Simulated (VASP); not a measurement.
# B5Ru (F-43m) in VASP: further runs, part 2 of 2

VASP 6.6.1. Earlier steps stand in the parts before.

## Step 3: Relaxation of cell and atoms, PBE (species swapped into the HfNi5 type (F-43m, No. 216))

The input, INCAR:

```
SYSTEM = B5Ru
PREC = Accurate ; ENCUT = 600
EDIFF = 1E-7 ; ISMEAR = 0
SIGMA = 0.1 ; LREAL = .FALSE.
LASPH = .TRUE. ; NELM = 60
ALGO = Normal ; ISIF = 3
LWAVE = .FALSE. ; LCHARG = .FALSE.
GGA = PE ; IBRION = 2
NSW = 90 ; EDIFFG = -0.04
```

The input, KPOINTS:

```
Automatic mesh
0
G
  6 6 6
  0 0 0
```

The input, POSCAR:

```
B5Ru
1.0
    0.0000000000      2.9879618000      2.9879618000
    2.9879618000      0.0000000000      2.9879618000
    2.9879618000      2.9879618000      0.0000000000
B Ru
5 1
Direct
    0.3719714300      0.8760095200      0.8760095200
    0.8760095200      0.8760095200      0.8760095200
    0.2500000000      0.2500000000      0.2500000000
    0.8760095200      0.8760095200      0.3719714300
    0.8760095200      0.3719714300      0.8760095200
    0.5000000000      0.5000000000      0.5000000000
```

Potentials or basis: VASP PAW PBE potentials, release 64 (B, Ru_pv).

Started as:

```bash
> cat potpaw_PBE.64/B/POTCAR potpaw_PBE.64/Ru_pv/POTCAR > POTCAR
> mpirun -np 1 vasp_std > vasp.out
```

OUTCAR:

```text
SYSTEM = B5Ru
   PREC = Accurate
   ENCUT = 600
   EDIFF = 1E-7
   ISMEAR = 0
   LREAL = .FALSE.
   LASPH = .TRUE.
   NELM = 60
   ISIF = 3
   GGA = PE
   IBRION = 2
   NSW = 90
   EDIFFG = -0.04

 ion  position               nearest neighbor table
   1  0.372  0.876  0.876-   2 2.10   4 2.10   5 2.10   2 2.13   4 2.13   5 2.13   6 2.48   6 2.48
                             6 2.48
   2  0.876  0.876  0.876-   1 2.10   4 2.10   5 2.10   4 2.13   5 2.13   1 2.13   6 2.48   6 2.48
                             6 2.48
   3  0.250  0.250  0.250-   6 2.59   6 2.59   6 2.59   6 2.59
   4  0.876  0.876  0.372-   1 2.10   2 2.10   5 2.10   2 2.13   5 2.13   1 2.13   6 2.48   6 2.48
                             6 2.48
   5  0.876  0.372  0.876-   1 2.10   2 2.10   4 2.10   4 2.13   2 2.13   1 2.13   6 2.48   6 2.48
                             6 2.48
   6  0.500  0.500  0.500-   1 2.48   4 2.48   5 2.48   2 2.48   2 2.48   2 2.48   1 2.48   1 2.48
                             4 2.48   5 2.48   4 2.48   5 2.48   3 2.59   3 2.59   3 2.59   3 2.59

  LATTYP: Found a face centered cubic cell.
 ALAT       =     5.9759236000

  Lattice vectors:

 A1 = (   0.0000000000,   2.9879618000,   2.9879618000)
 A2 = (   2.9879618000,   0.0000000000,   2.9879618000)
 A3 = (   2.9879618000,   2.9879618000,   0.0000000000)

Analysis of symmetry for initial positions (statically):
=====================================================================
 Subroutine PRICEL returns:
 Original cell was already a primitive cell.

 Routine SETGRP: Setting up the symmetry group for a
 face centered cubic supercell.

 Subroutine GETGRP returns: Found 24 space group operations
 (whereof 24 operations were pure point group operations)
 out of a pool of 48 trial point group operations.

The static configuration has the point symmetry T_d .

Analysis of symmetry for dynamics (positions and initial velocities):
=====================================================================
 Subroutine PRICEL returns:
 Original cell was already a primitive cell.

 Routine SETGRP: Setting up the symmetry group for a
 face centered cubic supercell.

 Subroutine GETGRP returns: Found 24 space group operations
 (whereof 24 operations were pure point group operations)
 out of a pool of 48 trial point group operations.

The dynamic configuration has the point symmetry T_d .

 Subroutine INISYM returns: Found 24 space group operations
 (whereof 24 operations are pure point group operations),
 and found     1 'primitive' translations

----------------------------------------------------------------------------------------

                                     Primitive cell

  volume of cell :      53.3525

  direct lattice vectors                    reciprocal lattice vectors
     0.000000000  2.987961800  2.987961800    -0.167338150  0.167338150  0.167338150
     2.987961800  0.000000000  2.987961800     0.167338150 -0.167338150  0.167338150
     2.987961800  2.987961800  0.000000000     0.167338150  0.167338150 -0.167338150

  length of vectors
     4.225616101  4.225616101  4.225616101     0.289838178  0.289838178  0.289838178

  position of ions in fractional coordinates (direct lattice)
     0.371971430  0.876009520  0.876009520
     0.876009520  0.876009520  0.876009520
     0.250000000  0.250000000  0.250000000
     0.876009520  0.876009520  0.371971430
     0.876009520  0.371971430  0.876009520
     0.500000000  0.500000000  0.500000000

  ion indices of the primitive-cell ions
   primitive index   ion index
                 1           1
                 2           2
                 3           3
                 4           4
                 5           5
                 6           6

----------------------------------------------------------------------------------------

 KPOINTS: Automatic mesh

Automatic generation of k-mesh.
 Grid dimensions read from file:
 generate k-points for:    6    6    6

 Generating k-lattice:

  Cartesian coordinates                     Fractional coordinates (reciprocal lattice)
    -0.027889692  0.027889692  0.027889692     0.166666667  0.000000000  0.000000000
     0.027889692 -0.027889692  0.027889692     0.000000000  0.166666667  0.000000000
     0.027889692  0.027889692 -0.027889692     0.000000000  0.000000000  0.166666667

  Length of vectors
     0.048306363  0.048306363  0.048306363

  Shift w.r.t. Gamma in fractional coordinates (k-lattice)
     0.000000000  0.000000000  0.000000000

 Subroutine IBZKPT returns following result:
 ===========================================

 Found     16 irreducible k-points:

 Following reciprocal coordinates:
            Coordinates               Weight
  0.000000  0.000000  0.000000      1.000000
  0.166667  0.000000  0.000000      8.000000
  0.333333  0.000000  0.000000      8.000000
  0.500000  0.000000  0.000000      4.000000
  0.166667  0.166667  0.000000      6.000000
  0.333333  0.166667  0.000000     24.000000
[... 8 lines left out ...]
 -0.333333  0.333333  0.166667     24.000000
 -0.333333  0.500000  0.166667     12.000000
   k-points           NKPTS =     16   k-points in BZ     NKDIM =     16   number of bands    NBANDS=     18
   number of dos      NEDOS =    301   number of ions     NIONS =      6
   total plane-waves  NPLWV =  46656
   dimension x,y,z NGX =    36 NGY =   36 NGZ =   36
   dimension x,y,z NGXF=    72 NGYF=   72 NGZF=   72
   ions per type =               5   1
   NGX,Y,Z   is equivalent  to a cutoff of  14.16, 14.16, 14.16 a.u.
   NGXF,Y,Z  is equivalent  to a cutoff of  28.33, 28.33, 28.33 a.u.
 SYSTEM =  B5Ru
   PREC   = accura    normal or accurate (medium, high low for compatibility)
   ISTART =      0    job   : 0-new  1-cont  2-samecut
   ICHARG =      2    charge: 1-file 2-atom 10-const
   ISPIN  =      1    spin polarized calculation?
   LNONCOLLINEAR =      F non collinear calculations
   LSORBIT =      F    spin-orbit coupling
   LASPH  =      T    aspherical Exc in radial PAW
   ENCUT  =  600.0 eV  44.10 Ry    6.64 a.u.   8.44  8.44  8.44*2*pi/ulx,y,z
   NELM   =     60;   NELMIN=  2; NELMDL= -5     # of ELM steps
   EDIFF  = 0.1E-06   stopping-criterion for ELM
   LREAL  =      F    real-space projection
   EDIFFG = -.4E-01   stopping-criterion for IOM
   NSW    =     90    number of steps for IOM
   IBRION =      2    ionic relax: 0-MD 1-quasi-New 2-CG
   NFREE  =      1    steps in history (QN), initial steepest desc. (CG)
   ISIF   =      3    stress and relaxation
   ISYM   =      2    0-nonsym 1-usesym 2-fastsym
   POTIM  = 0.5000    time-step for ionic-motion
   TEBEG  =    0.0;   TEEND  =   0.0 temperature during run
   PSTRESS=    0.0 pullay stress
   NELECT =      29.0000    total number of electrons
   NUPDOWN=      -1.0000    fix difference up-down
   EMIN   =  10.00;   EMAX   =-10.00  energy-range for DOS
   EFERMI =   0.00;   METHOD = LEGACY
   ISMEAR =     0;   SIGMA  =   0.10  broadening in eV -4-tet -1-fermi 0-gaus
   EFERMI_NEDOS =   21; number of points for ismear=-14 and -15
   IALGO  =     38    algorithm
   IMIX   =      4    mixing-type and parameters
     AMIX     =   0.40;   BMIX     =  1.00
     AMIX_MAG =   1.60;   BMIX_MAG =  1.00
  volume/ion in A,a.u.               =       8.89        60.01
  Fermi-wavevector in a.u.,A,eV,Ry     =   1.336049  2.524767 24.286774  1.785028
  Thomas-Fermi vector in A             =   2.464706
   LORBIT       =      0    0 simple, 1 ext, 2 COOP (PROOUT), +10 PAW based schemes
   GGA     = PE    functional components
   LHFCALC =     F    Hartree Fock is set to
   AEXX    =    0.0000 exact exchange contribution
   IVDW    =     0    specifies the selected vdW correction
   LEPSILON=     F    determine dielectric tensor
   LRPA    =     F    only Hartree local field effects (RPA)
 conjugate gradient relaxation of ions
 non-spin polarized calculation
 Gauss-broadening in eV      SIGMA  =   0.10
  energy-cutoff  :      600.00
  volume of cell :       53.35
 maximum number of plane-waves:      1807
 NGX is ok and might be reduce to    36
   NGX = 17   NGY = 17   NGZ = 17

--------------------------------------- Ionic step        1  -------------------------------------------

 number of electron      28.9999999 magnetization

 Free energy of the ion-electron system (eV)
  ---------------------------------------------------
  ext. energy  EPLUGINS =         0.00000000
  ---------------------------------------------------
  free energy    TOTEN  =       -36.04717308 eV

  energy without entropy =      -36.02590278  energy(sigma->0) =      -36.03653793

 E-fermi :   9.2385     XC(G=0): -12.3739

 val. band max:        9.2032746376   @ k =   0.3333   0.1667   0.0000
 cond. band min:       9.2458342114   @ k =   0.1667   0.1667   0.0000
 fundamental gap:      0.0425595738
 Fermi energy:         9.2385214749

 k-point     1 :       0.0000    0.0000    0.0000
  band No.  band energies     occupation
      1     -34.7584      2.00000
      2     -34.7584      2.00000
      3     -34.7584      2.00000
      4      -6.0894      2.00000
      5       1.1717      2.00000
      6       1.9939      2.00000
[... 10 lines left out ...]
     17      10.0560      0.00000
     18      10.5224      0.00000
[... 510 lines left out ...]
  energy  without entropy=      -37.2940307488  energy(sigma->0) =      -37.30234554

--------------------------------------- Ionic step        6  -------------------------------------------

 number of electron      29.0000001 magnetization

 Free energy of the ion-electron system (eV)
  ---------------------------------------------------
  ext. energy  EPLUGINS =         0.00000000
  ---------------------------------------------------
  free energy    TOTEN  =       -37.31182543 eV

  energy without entropy =      -37.29413749  energy(sigma->0) =      -37.30298146

 E-fermi :  12.0787     XC(G=0): -13.2826

 val. band max:       12.0480851464   @ k =   0.1667   0.1667   0.0000
 cond. band min:      12.1013102497   @ k =   0.5000   0.3333   0.1667
 fundamental gap:      0.0532251033
 Fermi energy:        12.0786969888

 k-point     1 :       0.0000    0.0000    0.0000
  band No.  band energies     occupation
      1     -32.5775      2.00000
      2     -32.5775      2.00000
      3     -32.5775      2.00000
      4      -5.4771      2.00000
      5       2.3476      2.00000
      6       3.0700      2.00000
[... 10 lines left out ...]
     17      12.9632      0.00000
     18      13.8819      0.00000
[... 346 lines left out ...]
  FREE ENERGIE OF THE ION-ELECTRON SYSTEM (eV)
  ---------------------------------------------------
  free  energy   TOTEN  =       -37.3118254289 eV

  energy  without entropy=      -37.2941374941  energy(sigma->0) =      -37.30298146

 reached required accuracy - stopping structural energy minimisation
```

Wall time 51 s (1 thread of Intel Xeon 6975P-C (Granite Rapids), shared host); peak memory 0.21 GiB.

What came out:

```yaml
Free_energy: -37.3118 eV
Relaxed_volume: 7.31 Å³/atom
Relaxed_cell: a = 3.959 Å, b = 3.959 Å, c = 3.959 Å, α = 60.00°, β = 60.00°, γ = 60.00°
Space_group_after_relaxing_to_0.05_Å: F-43m (No. 216)
Energy_gained_by_relaxing: 210.8 meV/atom
Ionic_steps: 6
Pressure_after_relaxing: 0.9 GPa
Largest_force_after_relaxing: 0.003 eV/Å
Band_gap_on_the_k_mesh: none (metal or under the smearing width)
```

Forces on the atoms (eV/Å):
```
B    0.002 -0.002 -0.002
B    0.002  0.002  0.002
B    0.000  0.000  0.000
B   -0.002 -0.002  0.002
B   -0.002  0.002 -0.002
Ru   0.000  0.000  0.000
```

Step by step:
| step | energy change (eV) | largest force (eV/Å) | pressure (GPa) | volume (Å³) |
| --- | --- | --- | --- | --- |
| 1 | 0.0000 | 0.0385 | -36.37 | 53.35 |
| 2 | -0.6885 | 0.3053 | 41.96 | 39.24 |
| 3 | -1.2594 | 0.1753 | -0.49 | 44.11 |
| 4 | -1.2593 | 0.1799 | 0.64 | 43.94 |
| 5 | -1.2635 | 0.0872 | 0.73 | 43.91 |
| 6 | -1.2647 | 0.0031 | 0.86 | 43.89 |

Final structure:
```xyz
6
Lattice="0.0000 2.7996 2.7996 2.7996 0.0000 2.7996 2.7996 2.7996 0.0000" Properties=species:S:1:pos:R:3 pbc="T T T"
B     4.9132    3.4857    3.4857
B     4.9132    4.9132    4.9132
B     1.3998    1.3998    1.3998
B     3.4857    3.4857    4.9132
B     3.4857    4.9132    3.4857
Ru    2.7996    2.7996    2.7996
```

Caveat: the volume moved by over 15 % at a fixed basis, so the end points are rough.
